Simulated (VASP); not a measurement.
# Si24H8Cl in VASP: settings compared, part 2 of 2

VASP 6.6.1.

### 3 Single point, RPBE+D3(BJ)

File INCAR:

```
  ALGO = Normal
  EDIFF = 1E-6
  ENCUT = 400
  GGA = RP
  ISIF = 2
  ISMEAR = 0
  ISYM = 0
  IVDW = 12
  LASPH = True
  LCHARG = False
  LREAL = Auto
  LWAVE = False
  NCORE = 4
  NELM = 80
  PREC = Accurate
  SIGMA = 0.05
```

File KPOINTS:

```
k-points
0
Gamma
  1 1 1
```

POSCAR is that of step 2.

Potentials or basis: VASP PAW PBE potentials, release 64 (Si, H, Cl).

Command:

```
cat potpaw_PBE.64/Si/POTCAR potpaw_PBE.64/H/POTCAR potpaw_PBE.64/Cl/POTCAR > POTCAR
mpirun -np 8 vasp_gam > vasp.out
```

OUTCAR:

```text
EDIFF = 1E-6
   ENCUT = 400
   GGA = RP
   ISIF = 2
   ISMEAR = 0
   ISYM = 0
   IVDW = 12
   LASPH = True
   LREAL = Auto
   NELM = 80
   PREC = Accurate
 IVDW          = 12

 ion  position               nearest neighbor table
   1  0.686  0.314  0.410-   9 2.34  15 2.34   8 2.35  24 3.13  20 3.13
   2  0.815  0.682  0.410-  16 2.33  10 2.34   5 2.34  24 3.09
   3  0.049  0.951  0.428-  66 2.09  11 2.35  10 2.35   6 2.42
   4  0.318  0.185  0.410-  12 2.33  11 2.34   7 2.34  20 3.09
   5  0.964  0.539  0.440-   2 2.34   9 2.38  13 2.39
   6  0.207  0.793  0.426-  65 2.08  13 2.35  14 2.35   3 2.42
   7  0.461  0.036  0.440-   4 2.34  15 2.38  14 2.39
   8  0.539  0.461  0.439-   1 2.35  16 2.37  12 2.37
   9  0.875  0.390  0.378-   1 2.34  17 2.37  24 2.37   5 2.38
  10  0.882  0.872  0.376-   2 2.34   3 2.35  23 2.37  18 2.38
  11  0.128  0.118  0.376-   4 2.34   3 2.35  17 2.37  19 2.38
  12  0.388  0.376  0.378-   4 2.33   8 2.37  21 2.37  20 2.38
  13  0.113  0.628  0.378-  18 2.34   6 2.35  21 2.37   5 2.39
  14  0.372  0.887  0.378-  19 2.34   6 2.35  22 2.37   7 2.39
  15  0.610  0.125  0.378-   1 2.34  23 2.37  20 2.37   7 2.38
  16  0.624  0.612  0.378-   2 2.33   8 2.37  22 2.37  24 2.38
  17  0.998  0.253  0.324-  11 2.37   9 2.37  29 2.37  25 2.38
  18  0.003  0.750  0.313-  27 2.32  26 2.33  13 2.34  10 2.38
  19  0.250  0.997  0.313-  27 2.32  28 2.33  14 2.34  11 2.38
  20  0.499  0.250  0.313-  28 2.33  32 2.33  15 2.37  12 2.38   4 3.09   1 3.13
  21  0.249  0.501  0.325-  13 2.37  12 2.37  29 2.38  30 2.38
  22  0.499  0.751  0.325-  14 2.37  16 2.37  31 2.38  30 2.38
  23  0.747  0.002  0.324-  10 2.37  15 2.37  31 2.37  25 2.38
  24  0.750  0.501  0.313-  26 2.33  32 2.33   9 2.37  16 2.38   2 3.09   1 3.13
  25  0.873  0.127  0.265-  33 2.38  23 2.38  17 2.38  35 2.38
  26  0.877  0.625  0.257-  24 2.33  18 2.33  37 2.33  34 2.33
  27  0.124  0.876  0.256-  19 2.32  18 2.32  35 2.33  38 2.33
  28  0.375  0.123  0.257-  20 2.33  19 2.33  39 2.33  36 2.33
  29  0.126  0.374  0.264-  17 2.37  36 2.38  37 2.38  21 2.38
  30  0.373  0.627  0.265-  38 2.38  40 2.38  21 2.38  22 2.38
[... 22 lines left out ...]
  53  0.202  0.048  0.107-  43 1.49
  54  0.048  0.202  0.107-  43 1.49
[... 10 lines left out ...]
  65  0.251  0.749  0.510-   6 2.08
[... 231 lines left out ...]
   IVDW    =    12    specifies the selected vdW correction
   LEPSILON=     F    determine dielectric tensor
   LRPA    =     F    only Hartree local field effects (RPA)
 non-spin polarized calculation
 Gauss-broadening in eV      SIGMA  =   0.05
  energy-cutoff  :      400.00
  volume of cell :     2764.07
 maximum number of plane-waves:     25105
 NGX is ok and might be reduce to    70
   NGX = 35   NGY = 35   NGZ = 77

 number of electron     221.9999965 magnetization

 Free energy of the ion-electron system (eV)
  ---------------------------------------------------
  ext. energy  EPLUGINS =         0.00000000
  ---------------------------------------------------
  free energy    TOTEN  =      -297.06842874 eV

  energy without entropy =     -297.06842874  energy(sigma->0) =     -297.06842874

 E-fermi :  -0.9135     XC(G=0):  -4.2115

 val. band max:       -1.1495647400   @ k =   0.0000   0.0000   0.0000
 cond. band min:      -0.6294961541   @ k =   0.0000   0.0000   0.0000
 fundamental gap:      0.5200685859
 Fermi energy:        -0.9134727988

 k-point     1 :       0.0000    0.0000    0.0000
  band No.  band energies     occupation
      1     -16.8228      2.00000
      2     -16.6470      2.00000
      3     -12.5927      2.00000
      4     -11.7565      2.00000
      5     -11.7422      2.00000
      6     -11.6724      2.00000
[... 115 lines left out ...]
    122       1.0885      0.00000
    123       1.1287      0.00000
 [bands above 123 left out]

------------------------ aborting loop because EDIFF is reached ----------------------------------------

 Edisp (eV)  -53.67735

 E8    (eV) :   -32.0241

  FORCE on cell =-STRESS in cart. coord.  units (eV):
  Direction    XX          YY          ZZ          XY          YZ          ZX
  --------------------------------------------------------------------------------------
  -------------------------------------------------------------------------------------
  Total     -11.13125   -24.46316   -26.75453    -0.00000     0.00000     0.37962
  in kB      -6.45217   -14.17995   -15.50813    -0.00000     0.00000     0.22004
  external pressure =      -12.05 kB  Pullay stress =        0.00 kB

 VOLUME and BASIS-vectors are now :
 -----------------------------------------------------------------------------
  energy-cutoff  :      400.00
  volume of cell :     2764.07
      direct lattice vectors                 reciprocal lattice vectors
     7.680593857  7.680593857  0.000000000     0.065099133  0.065099133  0.000000000
    -7.680593857  7.680593857  0.000000000    -0.065099133  0.065099133  0.000000000
     0.000000000  0.000000000 23.427650000     0.000000000  0.000000000  0.042684606

 POSITION                                       TOTAL-FORCE (eV/Angst)
 -----------------------------------------------------------------------------------
      2.85047      7.68059      9.60602        -0.011371     -0.000000     -0.011165
      1.02371     11.49400      9.61427        -0.014529      0.029194      0.072601
     -6.92875      7.68059     10.01939         0.269967     -0.000000     -0.359569
      1.02371      3.86719      9.61427        -0.014529     -0.029194      0.072601
      3.25961     11.54261     10.29912        -0.006916      0.051801     -0.372145
     -4.50791      7.68059      9.98982        -0.218525      0.000000     -0.344807
[... 58 lines left out ...]
     -3.82007      7.68059     11.95790        -0.043413      0.000000     -0.133861
      7.66060      7.68059     11.95783         0.049208     -0.000000     -0.119410
 -----------------------------------------------------------------------------------
    total drift:                               -0.005871     -0.000000     -0.030202

  FREE ENERGIE OF THE ION-ELECTRON SYSTEM (eV)
  ---------------------------------------------------
  free  energy   TOTEN  =      -350.7457769441 eV

  energy  without entropy=     -350.7457769441  energy(sigma->0) =     -350.74577694
```

OSZICAR:

```text
N       E                     dE             d eps       ncg     rms          rms(c)
DAV:   1     0.117727728464E+04    0.11773E+04   -0.74642E+04   300   0.972E+02
DAV:   2    -0.166627020543E+03   -0.13439E+04   -0.12929E+04   374   0.202E+02
DAV:   3    -0.301945946474E+03   -0.13532E+03   -0.13306E+03   392   0.609E+01
[... 25 lines left out ...]
DAV:  29    -0.297068423045E+03   -0.72569E-05   -0.28080E-07   224   0.926E-04    0.871E-04
DAV:  30    -0.297068424860E+03   -0.18153E-05   -0.69280E-08   200   0.528E-04    0.519E-04
DAV:  31    -0.297068427253E+03   -0.23935E-05   -0.10151E-07   208   0.685E-04    0.110E-03
DAV:  32    -0.297068428492E+03   -0.12382E-05   -0.52925E-08   200   0.414E-04    0.725E-04
DAV:  33    -0.297068428741E+03   -0.24951E-06   -0.10276E-08   192   0.230E-04
   1 F= -.35074578E+03 E0= -.35074578E+03  d E =-.585449E-11
```

stdout:

```text
POSCAR found type information on POSCAR SiH Cl
 POSCAR found :  3 types and      66 ions
 scaLAPACK will be used
 -----------------------------------------------------------------------------
|                                                                             |
|                                                                             |
|     You enforced a specific xc type in the INCAR file but a different       |
|     I HOPE YOU KNOW WHAT YOU ARE DOING!                                     |
|                                                                             |
 -----------------------------------------------------------------------------

 LDA part: xc-table for (Slater+PW92), standard interpolation
 POSCAR, INCAR and KPOINTS ok, starting setup
 FFT: planning ... GRIDC
 FFT: planning ... GRID_SOFT
 FFT: planning ... GRID
 WAVECAR not read
 entering main loop
```

Run time: 3.8 min. Hardware: 8 MPI ranks of Intel Xeon Platinum 8259CL at 2.50GHz (Skylake/Cascade Lake), shared host; peak memory 0.34 GiB.

What came out:

- Free energy: -350.7458 eV
- Largest force: 0.450 eV/Å
- Band gap on the k mesh: 0.52 eV, direct
- Dispersion energy per atom: -0.813 eV

Forces in eV/Å, atoms in the order of the input:
```
Si  -0.011  0.000 -0.011
Si  -0.015  0.029  0.073
Si   0.270  0.000 -0.360
Si  -0.015 -0.029  0.073
Si  -0.007  0.052 -0.372
Si  -0.219  0.000 -0.345
Si  -0.007 -0.052 -0.372
Si   0.039  0.000 -0.376
Si  -0.120  0.195 -0.252
Si   0.154  0.205 -0.255
Si   0.154 -0.205 -0.255
Si   0.143  0.239 -0.262
Si  -0.216 -0.035 -0.134
Si  -0.216  0.035 -0.134
Si  -0.120 -0.195 -0.252
Si   0.143 -0.239 -0.262
Si  -0.009 -0.001 -0.116
Si   0.058  0.130  0.013
Si   0.058 -0.130  0.013
Si   0.011  0.048 -0.193
Si  -0.003  0.011 -0.101
Si  -0.003 -0.011 -0.101
Si  -0.009  0.001 -0.116
Si   0.011 -0.048 -0.193
Si   0.013  0.000  0.011
Si   0.008  0.001  0.079
Si   0.005  0.000  0.028
Si   0.008 -0.001  0.079
Si  -0.002 -0.008  0.010
Si  -0.004  0.000  0.004
Si  -0.002  0.008  0.010
Si  -0.004  0.000  0.078
Si  -0.020  0.000  0.139
Si   0.023 -0.005  0.135
Si   0.026  0.000  0.137
Si   0.023  0.005  0.135
Si  -0.026  0.007  0.137
Si  -0.013  0.000  0.156
Si  -0.026 -0.007  0.137
Si   0.033  0.000  0.140
Si   0.237  0.021  0.274
Si  -0.310 -0.009  0.223
Si  -0.310  0.009  0.223
Si  -0.288 -0.008  0.261
Si   0.278  0.004  0.208
Si   0.278 -0.004  0.208
Si   0.237 -0.021  0.274
Si  -0.288  0.008  0.261
H   -0.294 -0.022  0.038
H    0.276  0.021  0.114
H   -0.271  0.032  0.128
H    0.304 -0.026  0.021
H   -0.271 -0.032  0.128
H    0.304  0.026  0.021
H   -0.271  0.029  0.126
H    0.309 -0.039  0.031
H   -0.309  0.011  0.026
H    0.278 -0.015  0.113
H   -0.309 -0.011  0.026
H    0.278  0.015  0.113
H   -0.294  0.022  0.038
H    0.276 -0.021  0.114
H   -0.271 -0.029  0.126
H    0.309  0.039  0.031
Cl  -0.043  0.000 -0.134
Cl   0.049  0.000 -0.119
```

Caveat: the PAW data sets were made with another functional, which shifts forces and pressure a little.
